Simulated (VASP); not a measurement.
OSZICAR of a VASP run on Pr (space group P6_3/mmc):

File OSZICAR:
```
       N       E                     dE             d eps       ncg     rms          rms(c)
DAV:   1     0.265433547997E+03    0.26543E+03   -0.73716E+03   768   0.130E+03
DAV:   2     0.275053409903E+02   -0.23793E+03   -0.23537E+03  1104   0.407E+02
DAV:   3    -0.113952258375E+02   -0.38901E+02   -0.37562E+02  1324   0.169E+02
DAV:   4    -0.156218353226E+02   -0.42266E+01   -0.41027E+01  1444   0.466E+01
DAV:   5    -0.162496998173E+02   -0.62786E+00   -0.61244E+00  1240   0.131E+01    0.522E+01
DAV:   6    -0.380024277774E+02   -0.21753E+02   -0.48352E+02  1140   0.110E+02    0.501E+01
DAV:   7    -0.540465156726E+01    0.32598E+02   -0.89338E+01  1240   0.800E+01    0.845E+00
DAV:   8    -0.103387115847E+02   -0.49341E+01   -0.44259E+01  1493   0.273E+01    0.126E+01
DAV:   9    -0.107973194673E+02   -0.45861E+00   -0.60129E+00  1304   0.122E+01    0.666E+00
DAV:  10    -0.107890878195E+02    0.82316E-02   -0.13242E+00  1461   0.819E+00    0.432E+00
DAV:  11    -0.107759759818E+02    0.13112E-01   -0.24801E-01  1280   0.222E+00    0.528E+00
DAV:  12    -0.108850870297E+02   -0.10911E+00   -0.73322E-01  1264   0.617E+00    0.567E+00
DAV:  13    -0.108901059331E+02   -0.50189E-02   -0.14203E-01  1384   0.213E+00    0.270E+00
DAV:  14    -0.109155109589E+02   -0.25405E-01   -0.14173E-01  1272   0.157E+00    0.223E+00
DAV:  15    -0.109328202875E+02   -0.17309E-01   -0.10599E-01  1480   0.113E+00    0.150E+00
DAV:  16    -0.109415496359E+02   -0.87293E-02   -0.79609E-02  1440   0.681E-01    0.170E+00
DAV:  17    -0.109042068584E+02    0.37343E-01   -0.91617E-02  1280   0.173E+00    0.149E+00
DAV:  18    -0.109286449802E+02   -0.24438E-01   -0.55713E-02  1392   0.654E-01    0.157E+00
DAV:  19    -0.109756509217E+02   -0.47006E-01   -0.17750E-01  1216   0.226E+00    0.108E+00
DAV:  20    -0.109916432950E+02   -0.15992E-01   -0.28855E-01  1360   0.256E+00    0.181E+00
DAV:  21    -0.110193991602E+02   -0.27756E-01   -0.15495E-01  1392   0.142E+00    0.148E+00
DAV:  22    -0.110346613328E+02   -0.15262E-01   -0.86155E-02  1432   0.898E-01    0.128E+00
DAV:  23    -0.110366393503E+02   -0.19780E-02   -0.49839E-02  1352   0.532E-01    0.134E+00
DAV:  24    -0.110412387042E+02   -0.45994E-02   -0.32845E-02  1400   0.362E-01    0.129E+00
DAV:  25    -0.110435641588E+02   -0.23255E-02   -0.21502E-02  1424   0.266E-01    0.109E+00
DAV:  26    -0.110509979615E+02   -0.74338E-02   -0.24134E-02  1296   0.652E-01    0.664E-01
DAV:  27    -0.110548013077E+02   -0.38033E-02   -0.21563E-02  1408   0.675E-01    0.310E-01
DAV:  28    -0.110567555896E+02   -0.19543E-02   -0.16521E-02  1432   0.490E-01    0.464E-01
DAV:  29    -0.110575277719E+02   -0.77218E-03   -0.97180E-03  1360   0.446E-01    0.415E-01
DAV:  30    -0.110584117408E+02   -0.88397E-03   -0.59418E-03  1344   0.227E-01    0.398E-01
DAV:  31    -0.110594072281E+02   -0.99549E-03   -0.60132E-03  1280   0.381E-01    0.137E-01
DAV:  32    -0.110597386345E+02   -0.33141E-03   -0.37169E-03  1456   0.231E-01    0.154E-01
DAV:  33    -0.110600145347E+02   -0.27590E-03   -0.23366E-03  1368   0.125E-01    0.849E-02
DAV:  34    -0.110601622513E+02   -0.14772E-03   -0.15802E-03  1376   0.106E-01    0.658E-02
DAV:  35    -0.110603297823E+02   -0.16753E-03   -0.13345E-03  1312   0.765E-02    0.683E-02
DAV:  36    -0.110604429538E+02   -0.11317E-03   -0.11985E-03  1376   0.695E-02    0.253E-02
DAV:  37    -0.110605464576E+02   -0.10350E-03   -0.10379E-03   989   0.352E-02    0.177E-02
DAV:  38    -0.110606531358E+02   -0.10668E-03   -0.10012E-03   992   0.343E-02    0.121E-02
DAV:  39    -0.110607484985E+02   -0.95363E-04   -0.96529E-04   890   0.283E-02    0.709E-03
DAV:  40    -0.110608398561E+02   -0.91358E-04   -0.87754E-04   920   0.258E-02    0.793E-03
DAV:  41    -0.110609223483E+02   -0.82492E-04   -0.84363E-04   896   0.279E-02    0.689E-03
DAV:  42    -0.110610110792E+02   -0.88731E-04   -0.82726E-04   816   0.209E-02    0.473E-03
DAV:  43    -0.110610934864E+02   -0.82407E-04   -0.81230E-04   792   0.159E-02    0.562E-03
DAV:  44    -0.110611662180E+02   -0.72732E-04   -0.77282E-04   800   0.209E-02    0.126E-02
DAV:  45    -0.110612403930E+02   -0.74175E-04   -0.70967E-04   728   0.176E-02    0.129E-02
DAV:  46    -0.110613092970E+02   -0.68904E-04   -0.63691E-04   719   0.125E-02    0.152E-02
DAV:  47    -0.110613648657E+02   -0.55569E-04   -0.56595E-04   673   0.111E-02    0.172E-02
DAV:  48    -0.110614147903E+02   -0.49925E-04   -0.50098E-04   663   0.107E-02    0.195E-02
DAV:  49    -0.110614634288E+02   -0.48638E-04   -0.44817E-04   644   0.112E-02    0.198E-02
DAV:  50    -0.110615038633E+02   -0.40435E-04   -0.39762E-04   719   0.115E-02    0.208E-02
DAV:  51    -0.110615417768E+02   -0.37913E-04   -0.36399E-04   766   0.122E-02    0.188E-02
DAV:  52    -0.110615756041E+02   -0.33827E-04   -0.34309E-04   646   0.115E-02    0.215E-02
DAV:  53    -0.110616081770E+02   -0.32573E-04   -0.33124E-04   638   0.971E-03    0.222E-02
DAV:  54    -0.110616405909E+02   -0.32414E-04   -0.33177E-04   638   0.101E-02    0.236E-02
DAV:  55    -0.110616743070E+02   -0.33716E-04   -0.33683E-04   614   0.803E-03    0.247E-02
DAV:  56    -0.110617130601E+02   -0.38753E-04   -0.35311E-04   605   0.894E-03    0.262E-02
DAV:  57    -0.110617487626E+02   -0.35703E-04   -0.36205E-04   605   0.856E-03    0.272E-02
DAV:  58    -0.110617864914E+02   -0.37729E-04   -0.37339E-04   597   0.791E-03    0.288E-02
DAV:  59    -0.110618253582E+02   -0.38867E-04   -0.38496E-04   581   0.786E-03    0.301E-02
DAV:  60    -0.110618656437E+02   -0.40286E-04   -0.39493E-04   572   0.805E-03    0.320E-02
DAV:  61    -0.110619044366E+02   -0.38793E-04   -0.39743E-04   572   0.808E-03    0.341E-02
DAV:  62    -0.110619442593E+02   -0.39823E-04   -0.39727E-04   572   0.797E-03    0.357E-02
DAV:  63    -0.110619843790E+02   -0.40120E-04   -0.40352E-04   572   0.772E-03    0.370E-02
DAV:  64    -0.110620306616E+02   -0.46283E-04   -0.46359E-04   572   0.840E-03    0.392E-02
DAV:  65    -0.110620718665E+02   -0.41205E-04   -0.42060E-04   564   0.811E-03    0.405E-02
DAV:  66    -0.110621147659E+02   -0.42899E-04   -0.43688E-04   563   0.843E-03    0.426E-02
DAV:  67    -0.110621523651E+02   -0.37599E-04   -0.38372E-04   555   0.773E-03    0.437E-02
DAV:  68    -0.110621874613E+02   -0.35096E-04   -0.35664E-04   563   0.818E-03    0.449E-02
DAV:  69    -0.110622203238E+02   -0.32863E-04   -0.33940E-04   563   0.723E-03    0.460E-02
DAV:  70    -0.110622527183E+02   -0.32395E-04   -0.33180E-04   563   0.767E-03    0.470E-02
DAV:  71    -0.110622825215E+02   -0.29803E-04   -0.31243E-04   557   0.721E-03    0.484E-02
DAV:  72    -0.110623102835E+02   -0.27762E-04   -0.29377E-04   563   0.722E-03    0.496E-02
DAV:  73    -0.110623392742E+02   -0.28991E-04   -0.29889E-04   560   0.646E-03    0.504E-02
DAV:  74    -0.110623664139E+02   -0.27140E-04   -0.28287E-04   563   0.736E-03    0.514E-02
DAV:  75    -0.110623909633E+02   -0.24549E-04   -0.26286E-04   557   0.610E-03    0.522E-02
DAV:  76    -0.110624145476E+02   -0.23584E-04   -0.24588E-04   563   0.691E-03    0.527E-02
DAV:  77    -0.110624372169E+02   -0.22669E-04   -0.23144E-04   563   0.519E-03    0.532E-02
DAV:  78    -0.110624573225E+02   -0.20106E-04   -0.21509E-04   563   0.643E-03    0.539E-02
DAV:  79    -0.110624770511E+02   -0.19729E-04   -0.20569E-04   563   0.487E-03    0.545E-02
DAV:  80    -0.110624951331E+02   -0.18082E-04   -0.19100E-04   554   0.629E-03    0.549E-02
DAV:  81    -0.110625110172E+02   -0.15884E-04   -0.16811E-04   554   0.474E-03    0.553E-02
DAV:  82    -0.110625251047E+02   -0.14087E-04   -0.15548E-04   554   0.517E-03    0.558E-02
DAV:  83    -0.110625386264E+02   -0.13522E-04   -0.14313E-04   538   0.457E-03    0.562E-02
DAV:  84    -0.110625504392E+02   -0.11813E-04   -0.13106E-04   530   0.469E-03    0.564E-02
DAV:  85    -0.110625618266E+02   -0.11387E-04   -0.12040E-04   530   0.400E-03    0.569E-02
DAV:  86    -0.110625754928E+02   -0.13666E-04   -0.11079E-04   530   0.663E-03    0.556E-02
DAV:  87    -0.110625852824E+02   -0.97897E-05   -0.10136E-04   530   0.571E-03    0.559E-02
DAV:  88    -0.110625943661E+02   -0.90837E-05   -0.93780E-05   512   0.559E-03    0.560E-02
DAV:  89    -0.110626017140E+02   -0.73479E-05   -0.84661E-05   512   0.495E-03    0.566E-02
DAV:  90    -0.110626090370E+02   -0.73230E-05   -0.75725E-05   512   0.477E-03    0.564E-02
DAV:  91    -0.110626055384E+02    0.34986E-05   -0.68510E-05   680   0.139E-02    0.629E-02
DAV:  92    -0.110626124165E+02   -0.68781E-05   -0.62550E-05   528   0.118E-02    0.627E-02
DAV:  93    -0.110626176271E+02   -0.52106E-05   -0.56062E-05   512   0.560E-03    0.629E-02
DAV:  94    -0.110626218045E+02   -0.41774E-05   -0.48868E-05   512   0.646E-03    0.634E-02
DAV:  95    -0.110626263968E+02   -0.45922E-05   -0.43220E-05   512   0.408E-03    0.626E-02
DAV:  96    -0.110626440214E+02   -0.17625E-04   -0.40570E-05   810   0.135E-02    0.595E-02
DAV:  97    -0.110626496379E+02   -0.56165E-05   -0.35867E-05   727   0.115E-02    0.597E-02
DAV:  98    -0.110626539910E+02   -0.43531E-05   -0.30652E-05   515   0.748E-03    0.592E-02
DAV:  99    -0.110626582783E+02   -0.42873E-05   -0.27284E-05   512   0.871E-03    0.575E-02
DAV: 100    -0.110626620440E+02   -0.37657E-05   -0.24733E-05   561   0.725E-03
   1 F= -.11062662E+02 E0= -.10841003E+02  d E =-.443318E+00  mag=     5.7524
       N       E                     dE             ncg
       N       E                     dE             ncg
       N       E                     dE             ncg
       N       E                     dE             ncg
       N       E                     dE             ncg
       N       E                     dE             ncg
```

**Question.** Which electronic solver shows in the log?

**Answer.** It is blocked Davidson (ALGO = Normal, or the opening steps of other solvers). The INCAR had ALGO = Normal.

**Question.** How was spin treated?

**Answer.** Collinear spin (ISPIN = 2): the summary line carries one mag value, 5.75 μB in the cell.

**Question.** Can the final energy be trusted as converged?

**Answer.** Convergence was not reached. It stopped with EDIFF = 1E-6, NELM = 100 (PBE GGA, plane waves, VASP's PBE PAW potentials (set 64)).

The structure was generated: Pr was put into an ordered model structure, which need not be its known phase. The cell was not relaxed at this level. The k-mesh is coarse (spacing up to 0.40 per Å, 2π included), so the numbers may not be converged in it. The run is one of a series of settings (KPOINTS 5×5×3 Γ-centred mesh against the base run), some of them coarse on purpose. VASP warned that the highest band is occupied, so more bands are needed.
